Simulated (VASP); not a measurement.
Crystal: Ga3Se.

```
Ga Se
1.0
     4.43246    0.00000    0.00000
     0.00000    4.43246    0.00000
     0.00000    0.00000    4.43246
Ga Se
3 1
Cartesian
  0.0000 2.2162 2.2162
  2.2162 0.0000 2.2162
  2.2162 2.2162 0.0000
  0.0000 0.0000 0.0000
```

The cell comes from a database or a generator and needn't be the stable form of this composition.

Base run:

| Item | Value |
| --- | --- |
| Program | VASP 6.6.1 |
| Functional | RPBE |
| Potentials or basis | VASP PAW PBE potentials, release 64 (Ga_d, Se) |
| Cutoff | 520 eV |
| k mesh | 5 × 5 × 5 |
| Occupations | fermi-dirac, width 0.1 eV |
| Spin | no spin polarisation |

Its results: band gap on the k mesh none (metal or under the smearing width); pressure 1.5 GPa.

The run is repeated on the same cell with these changes: k mesh from 5 × 5 × 5 to 3 × 3 × 3; further incar settings from ALGO = Normal; EDIFF = 1e-06; NBANDS = 30 to ALGO = Fast; EDIFF = 1e-06; NBANDS = 30. What comes out?

Band gap on the k mesh none (metal or under the smearing width); pressure 1.9 GPa.

Caveats: some runs use coarse meshes; the PAW data sets were made with another functional, which shifts forces and pressure a little.

Not every run made on this cell is shown here.
